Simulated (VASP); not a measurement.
Data:

```
CELL_PARAMETERS angstrom
      0.00000     2.67055     2.67055
      2.67055     0.00000     2.67055
      2.67055     2.67055     0.00000
ATOMIC_POSITIONS crystal
  Yb 0.00000 0.00000 0.00000
```

Computed with r2SCAN+rVV10, VASP's PBE PAW potentials (set 64) (plane waves; VASP 6.6.1). Run with 520 eV cut-off, 11×11×11 Γ-centred mesh, first-order Methfessel-Paxton smearing of 0.10 eV, potentials Yb_2.

The 4f electrons are frozen in the core of the lanthanide potential, so 4f levels, which can set the real gap, and their magnetism are missing.

Task: Estimate the energy per atom (σ→0).

Result: 
The energy per atom (σ→0) is -33.192 eV/atom.

Only differences to runs with the same potentials and settings are physical.

The compound is Yb in the fcc structure. It was relaxed first, which changed the volume by -7 %. The start is the result of an earlier pass.
